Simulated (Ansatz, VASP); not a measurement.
# KCd in VASP and in Ansatz

```xyz
2
Lattice="4.3428 0.0000 0.0000 0.0000 4.3428 0.0000 0.0000 0.0000 4.3428" Properties=species:S:1:pos:R:3 pbc="T T T"
K     0.0000    0.0000    0.0000
Cd    2.1714    2.1714    2.1714
```

Alike in both runs: functional PBE; k mesh 9 × 9 × 9; occupations fermi-dirac, width 0.05 eV; no spin polarisation.

Ansatz relaxed the structure, and its values are those at the end. VASP's run is a single point on that final structure, the one shown.

|  | VASP | Ansatz |
| --- | --- | --- |
| version | VASP 6.6.1 | Ansatz 0.2.0 |
| potentials or method | VASP PAW PBE potentials, release 64 (K_sv, Cd) | PAW with Ansatz's default frozen-core files, scalar-relativistic |
| plane-wave cutoff (eV) | 520 | 420 |
| valence electrons in the cell | 21 | 29 |

|  | VASP | Ansatz | Ansatz less VASP |
| --- | --- | --- | --- |
| pressure (GPa) | 0.0 | 0.0 | -0.01 |

The two sets of potentials don't hold the same shells in valence.
